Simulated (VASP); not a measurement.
Data:

```
CELL_PARAMETERS angstrom
      3.09243     0.00000     0.00000
     -1.54621     2.67812     0.00000
      0.00000     0.00000     9.58398
ATOMIC_POSITIONS crystal
  W  0.33333 0.66667 0.04677
  W  0.66667 0.33333 0.54677
  Sb 0.33333 0.66667 0.32823
  Sb 0.66667 0.33333 0.82823
```

All values below come from PBEsol GGA, VASP's PBE PAW potentials (set 64) (plane waves; VASP). Numerical set-up: 400 eV cut-off, 13×13×4 Γ-centred mesh, tetrahedra with Blöchl corrections, potentials W_sv Sb.

The cores are frozen, which limits the accuracy of field gradients.

Q: Give the principal components of the electric field gradient (V/Å²) and the asymmetry η at each nucleus.

A: 
| atom | Vxx | Vyy | Vzz | η |
|---|---|---|---|---|
| W1 | -8.0 | -8.0 | 16.0 | 0.00 |
| W2 | -8.0 | -8.0 | 16.0 | 0.00 |
| Sb3 | 142.3 | 142.3 | -284.7 | 0.00 |
| Sb4 | 142.3 | 142.3 | -284.7 | 0.00 |

The structure was generated: WSb was put into the wurtzite type (P6_3mc), which need not be its known phase. It was relaxed first, which changed the volume by -53 %.
